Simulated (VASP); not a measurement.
```
CELL_PARAMETERS angstrom
      0.00000     3.15583     3.15583
      3.15583     0.00000     3.15583
      3.15583     3.15583     0.00000
ATOMIC_POSITIONS crystal
  Ba 0.00000 0.00000 0.00000
  S  0.50000 0.50000 0.50000
```

The numbers are results of vdW-DF-cx, VASP's PBE PAW potentials (set 64) (plane waves; VASP), not measurements. Numerical set-up: 520 eV cut-off, 7×7×7 Γ-centred mesh, Gaussian smearing of 0.050 eV, potentials Ba_sv S.

### Question
The job: BaS (rock salt), 2 atoms, vdW-DF-cx, static run, 520 eV, 7×7×7 Γ-centred mesh. Roughly how much core time does it take on a busy server core?

### Answer
About 80 core-seconds (one run on a shared machine, a rough figure). It had 20 irreducible k-points, 12 bands, up to 1716 plane waves and 14 electronic steps.

The compound is BaS in the rock salt structure. This cell is one point of a volume scan, at 0.97 of the reference volume.
